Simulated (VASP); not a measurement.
A convergence study with VASP on Al (fcc): one setting is varied, all else stays as given below, so the limit is that of these other settings. Each run relaxes cell and ions; the cell shown is the tightest run's result.

```
Al
1.0
    0.00000     2.01984     2.01984
    2.01984     0.00000     2.01984
    2.01984     2.01984     0.00000
Al
1
Direct
  0.00000   0.00000   0.00000
```

Calculation: PBE GGA, VASP's PBE PAW potentials (set 64) (plane waves; VASP). The tightest run used: 550 eV cut-off, 20×20×20 Γ-centred mesh, first-order Methfessel-Paxton smearing of 0.10 eV, potentials Al.

The reference is 20×20×20 mesh, which took about 50 core-seconds. Times come from single runs on busy shared machines, so they are rough: good to a factor of about 2.

Question: Of the settings 2×2×2 mesh; 3×3×3 mesh; 4×4×4 mesh; 5×5×5 mesh; 7×7×7 mesh; 8×8×8 mesh; 9×9×9 mesh; 10×10×10 mesh; 11×11×11 mesh; 12×12×12 mesh; 13×13×13 mesh; 14×14×14 mesh; 15×15×15 mesh; 16×16×16 mesh; 17×17×17 mesh; 18×18×18 mesh; 19×19×19 mesh; 20×20×20 mesh, which is the lowest that keeps the difference from the reference in relaxed volume (Å³/atom) within 0.1 from there on, and what does it cost?

Answer: 8×8×8 mesh; its cost over the reference is about 1/3.
| setting | difference in relaxed volume (Å³/atom) | cost over the reference |
|---|---|---|
| 2×2×2 mesh | 0.801 | about 1/4 |
| 3×3×3 mesh | 0.113 | about 1/4 |
| 4×4×4 mesh | 0.140 | about 1/4 |
| 5×5×5 mesh | 0.395 | about 1/3 |
| 7×7×7 mesh | 0.146 | about 1/3 |
| 8×8×8 mesh | 0.031 | about 1/3 |
| 9×9×9 mesh | 0.077 | about 1/3 |
| 10×10×10 mesh | 0.051 | about 1/2 |
| 11×11×11 mesh | 0.021 | within a factor of 2 |
| 12×12×12 mesh | 0.050 | within a factor of 2 |
| 13×13×13 mesh | 0.006 | within a factor of 2 |
| 14×14×14 mesh | 0.047 | within a factor of 2 |
| 15×15×15 mesh | 0.026 | within a factor of 2 |
| 16×16×16 mesh | 0.006 | within a factor of 2 |
| 17×17×17 mesh | 0.004 | within a factor of 2 |
| 18×18×18 mesh | 0.019 | within a factor of 2 |
| 19×19×19 mesh | 0.005 | within a factor of 2 |
| 20×20×20 mesh | 0.000 | reference |

Left out are rungs that failed or repeat a setting and relaxations that didn't move; long series are thinned to 24 rows.

The compound is Al in the fcc structure.
